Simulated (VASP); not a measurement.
A VASP calculation is set up with these files.

File POSCAR:
```
HfN
1
    2.2600000000     0.0000000000     2.2600000000
    0.0000000000     2.2600000000     2.2600000000
    2.2600000000     2.2600000000     0.0000000000
Hf N
1 1
Direct
  0.0000000000   0.0000000000   0.0000000000
  0.5000000000   0.5000000000   0.5000000000
```

### INCAR
```
SYSTEM = HfN
PREC = Accurate
ENCUT = 520
EDIFF = 1E-6
NELM = 100
ALGO = Normal
LREAL = .FALSE.
LASPH = .TRUE.
ISMEAR = 1
SIGMA = 0.1
GGA = PE
LMAXMIX = 6
LWAVE = .FALSE.
LCHARG = .FALSE.
ISIF = 2
```

File KPOINTS:
```
Automatic mesh
0
Gamma
11 11 11
0 0 0
```

POTCAR, in this order: Hf_pv N (PBE.64 set). Program: vasp_std.

The run wrote:

File standard output:
```
 -----------------------------------------------------------------------------
|                                                                             |
|     EEEEEEE  RRRRRR   RRRRRR   OOOOOOO  RRRRRR      ###     ###     ###     |
|     E        R     R  R     R  O     O  R     R     ###     ###     ###     |
|     E        R     R  R     R  O     O  R     R     ###     ###     ###     |
|     EEEEE    RRRRRR   RRRRRR   O     O  RRRRRR       #       #       #      |
|     E        R   R    R   R    O     O  R   R                               |
|     E        R    R   R    R   O     O  R    R      ###     ###     ###     |
|     EEEEEEE  R     R  R     R  OOOOOOO  R     R     ###     ###     ###     |
|                                                                             |
|     ERROR: the triple product of the basis vectors is negative exchange     |
|     two basis vectors                                                       |
|                                                                             |
|       ---->  I REFUSE TO CONTINUE WITH THIS SICK JOB ... BYE!!! <----       |
|                                                                             |
 -----------------------------------------------------------------------------
```

**Question.** Read input and log: which fault does this run have?
(A) molecular dynamics (IBRION = 0) was asked for without POTIM
(B) the mesh has unequal divisions along equivalent axes and breaks the lattice's symmetry
(C) the lattice vectors form a left-handed set
(D) the lattice vectors carry noise near SYMPREC

**Answer.** C, the lattice vectors form a left-handed set. VASP stops with an error: ERROR: the triple product of the basis vectors is negative exchange two basis vectors ----> I REFUSE TO CONTINUE WITH THIS SICK JOB ... BYE!!! <----

To mend it, correct POSCAR.
File POSCAR:
```
HfN
1
    0.0000000000     2.2600000000     2.2600000000
    2.2600000000     0.0000000000     2.2600000000
    2.2600000000     2.2600000000     0.0000000000
Hf N
1 1
Direct
  0.0000000000   0.0000000000   0.0000000000
  0.5000000000   0.5000000000   0.5000000000
```
The mended run (PBE GGA, plane waves, VASP's PBE PAW potentials (set 64)) converges, and its OSZICAR ends with
```
   1 F= -.21749305E+02 E0= -.21749309E+02  d E =0.129098E-04
```

The compound is HfN in the rock salt structure. The cell was not relaxed at this level.
